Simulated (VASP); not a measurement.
BaSi₂ (space group P-3m1): computed properties

The numbers are results of PBEsol GGA, VASP's PBE PAW potentials (set 64) (plane waves; VASP 6.6.1), not measurements.

For BaSi$_{2}$, the space group is P-3m1 (164), the cell comes out as a = b = 4.042 Å, c = 5.261 Å, α = β = 90.00°, γ = 120.00° and the volume per atom is 24.81 Å³/atom. The band gap (over mesh and band path) is none (metal, semimetal or under 0.01 eV) and the Hill bulk modulus comes out as 55.9 GPa. The Hill shear modulus comes out as 43.4 GPa. The Poisson's ratio is 0.192. The band gap with spin-orbit coupling is none (metallic) and the density comes out as 4.32 g/cm³. The optical Γ-point spectrum comes out as 142 (×2), 167, 237, 406 (×2) cm⁻¹.

```cif
data_BaSi2
_chemical_formula_sum 'Ba1 Si2'
_space_group_name_H-M_alt 'P-3m1'
_space_group_IT_number 164
_space_group_name_Hall '-P 3 2"'
_cell_length_a 4.04165
_cell_length_b 4.04165
_cell_length_c 5.26116
_cell_angle_alpha 90.000
_cell_angle_beta 90.000
_cell_angle_gamma 120.000
loop_
_atom_site_label
_atom_site_type_symbol
_atom_site_symmetry_multiplicity
_atom_site_Wyckoff_symbol
_atom_site_fract_x
_atom_site_fract_y
_atom_site_fract_z
_atom_site_occupancy
Ba1 Ba 1 a 0.00000 0.00000 0.00000 1
Si1 Si 2 d 0.33333 0.66667 0.43657 1
```

Finite-difference elastic constants of metals are sensitive to mesh and smearing; shear constants can be off by tens of GPa. Unless said otherwise, spin-orbit coupling is left out, though it shifts the bands of the heavy elements here.

The structure comes from a computed database's BaSi2 entry (P-3m1); how it stands against other phases isn't given here. It was relaxed first. Symmetry was kept, so distortions that lower it aren't found.
